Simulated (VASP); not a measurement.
The system is CsTaS2.

```
Cs Ta S
1.0
     3.54238    0.00000    0.00000
    -1.77119    3.06779    0.00000
     0.00000    0.00000    8.26848
Cs Ta S
1 1 2
Direct
  0.00000 0.00000 0.50000
  0.33333 0.66667 0.00000
  0.66667 0.33333 0.18177
  0.66667 0.33333 0.81823
```

The cell was built by a generator and needn't be a form met in nature.

| Property | Result |
| --- | --- |
| Program | VASP 6.6.1 |
| Task | relaxation of cell and atoms |
| Functional | RPBE |
| Potentials or basis | VASP PAW PBE potentials, release 64 (Cs_sv, Ta_pv, S) |
| Cutoff | 600 eV |
| k mesh | 7 × 7 × 3 |
| Occupations | fermi-dirac, width 0.05 eV |
| Spin | no spin polarisation |

At the start: pressure 2.5 GPa; volume 22.46 Å³/atom.

Q: How do energy, volume and symmetry change on relaxing?

A: Over 8 steps the energy falls by 6.2 meV/atom and the volume is 23.26 Å³/atom (+3.5 %); space group P-6m2 (No. 187, to 0.05 Å).

Step by step:
| step | energy change (eV) | largest force (eV/Å) | pressure (GPa) | volume (Å³) |
| --- | --- | --- | --- | --- |
| 1 | 0.0000 | 0.0327 | 2.55 | 89.86 |
| 2 | -0.0079 | 0.4279 | -1.72 | 94.58 |
| 3 | -0.0201 | 0.2272 | 0.07 | 92.45 |
| 4 | -0.0201 | 0.2347 | -0.01 | 92.50 |
| 5 | -0.0235 | 0.0998 | -0.03 | 92.88 |
| 6 | -0.0241 | 0.0256 | -0.04 | 93.09 |
| 7 | -0.0246 | 0.0074 | 0.04 | 93.05 |
| 8 | -0.0246 | 0.0002 | 0.07 | 93.04 |

Final structure:
```
Cs Ta S
1.0
     3.58132    0.00000    0.00000
    -1.79066    3.10152    0.00000
     0.00000    0.00000    8.37597
Cs Ta S
1 1 2
Direct
  0.00000 0.00000 0.50000
  0.33333 0.66667 0.00000
  0.66667 0.33333 0.17959
  0.66667 0.33333 0.82041
```

Caveat: the PAW data sets were made with another functional, which shifts forces and pressure a little.
